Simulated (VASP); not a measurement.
Consider the following.

```yaml
crystal:
  lattice:
    - [0.00000, 2.83468, 2.83468]
    - [2.83468, 0.00000, 2.83468]
    - [2.83468, 2.83468, 0.00000]
  atoms:
    - { symbol: Be, position: [0.00000, 0.00000, 0.00000] }
    - { symbol: Te, position: [0.75000, 0.75000, 0.75000] }
```

The numbers are results of PBE GGA with spin-orbit coupling, VASP's PBE PAW potentials (set 64) (plane waves; VASP 6.6.1), not measurements. Settings: 400 eV cut-off, 6×6×6 Γ-centred mesh, Gaussian smearing of 0.050 eV, potentials Be Te.

Problem. Estimate the energy per atom (σ→0), band gap (on the k-mesh) with the smallest direct gap where there is one.

Solution. 
band gap (on the k-mesh): 1.73 eV
smallest direct gap (on the k-mesh): 3.30 eV
energy per atom (σ→0): -3.852 eV/atom

Total energies compare only between runs with the same potentials, cut-off and functional.

The structure comes from a computed database's BeTe entry (F-43m); how it stands against other phases isn't given here. It was relaxed first.
